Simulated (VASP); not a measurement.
Level of theory: PW91 GGA, VASP's PBE PAW potentials (set 64) (plane waves; VASP). For the first row: Numerical set-up: 520 eV cut-off, 11×11×9 Γ-centred mesh, first-order Methfessel-Paxton smearing of 0.10 eV, potentials Mg B.

```tsv
system	energy (eV/atom)
MgB$_{2}$ (AlB2 type)	-5.1057
Mg atom	0.0076
B atom	-0.4023
```

Atoms are spin-polarised in a large box without symmetry, with the spin fixed by Hund's rule, and may not be in the lowest state of each functional; no zero-point energy is added.

Task: What is the cohesive energy per atom of MgB₂?

Result: The references average (1×(0.0076) + 2×(-0.4023))/3 = -0.2657 eV, so the cohesive energy is -0.2657 − (-5.1057) = 4.840 eV/atom.
